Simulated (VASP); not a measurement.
Input of a VASP 6.6.1 run:

Contents of INCAR:

```
PREC = Accurate
ENCUT = 520
EDIFF = 1E-6
ISMEAR = 0
SIGMA = 0.01
LREAL = False
LASPH = True
NELM = 60
ALGO = Fast
ISIF = 2
LWAVE = False
LCHARG = True
GGA = PE
LELF = True
```

KPOINTS

```
Automatic mesh
0
Gamma
  1 1 1
```

POSCAR

```
SiGeH6
1.0
   13.0000000000      0.0000000000      0.0000000000
    0.0000000000     13.0000000000      0.0000000000
    0.0000000000      0.0000000000     14.0000000000
Si Ge H
1 1 6
Direct
    0.4589692300      0.5329500000      0.4300535700
    0.5394615400      0.4729269200      0.5720250000
    0.3529538500      0.5691576900      0.4514321400
    0.4532692300      0.4487269200      0.3584035700
    0.5187769200      0.6197192300      0.3888250000
    0.5463384600      0.5596500000      0.6464535700
    0.6490461500      0.4347192300      0.5507178600
    0.4780000000      0.3835115400      0.6157892900
```

Potentials or basis: VASP PAW PBE potentials, release 64 (Si, Ge_d, H).

The run is started by

```bash
$ cat potpaw_PBE.64/Si/POTCAR potpaw_PBE.64/Ge_d/POTCAR potpaw_PBE.64/H/POTCAR > POTCAR
$ mpirun -np 1 vasp_gam > vasp.out
```

(1) What does it give for the gap between the frontier levels?

(2) Estimate the largest force.

Results:

(1) 6.22 eV.

(2) 0.122 eV/Å.
